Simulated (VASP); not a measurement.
Data:

```
HfB
1.0
    0.00000     2.59548     2.59548
    2.59548     0.00000     2.59548
    2.59548     2.59548     0.00000
Hf B
1 1
Direct
  0.00000   0.00000   0.00000
  0.25000   0.25000   0.25000
```

Method: PBEsol GGA, VASP's PBE PAW potentials (set 64) (plane waves; VASP 6.6.1). Settings: 520 eV cut-off, Gaussian smearing of 0.050 eV, potentials Hf_pv B.

Task: Give the energies of bands 4 to 9 at the high-symmetry points, in eV from the Fermi level.

Result: 
```tsv
band	Γ	X	U	L	W
4	-8.17	-4.87	-4.95	-5.88	-4.86
5	-1.23	-3.38	-2.60	-2.23	-2.09
6	-1.23	0.64	-0.44	-0.70	-1.17
7	-1.23	1.13	0.53	-0.70	0.40
8	3.38	1.13	1.04	4.16	1.22
9	3.38	4.38	3.83	4.21	3.73
```

It has no gap at this level: it comes out as a metal or semimetal.

The structure was generated: HfB was put into the zinc blende type (F-43m), which need not be its known phase. It was relaxed first, which changed the volume by -35 %. The electron count is odd and the run is not spin-polarised, which forces a metal.
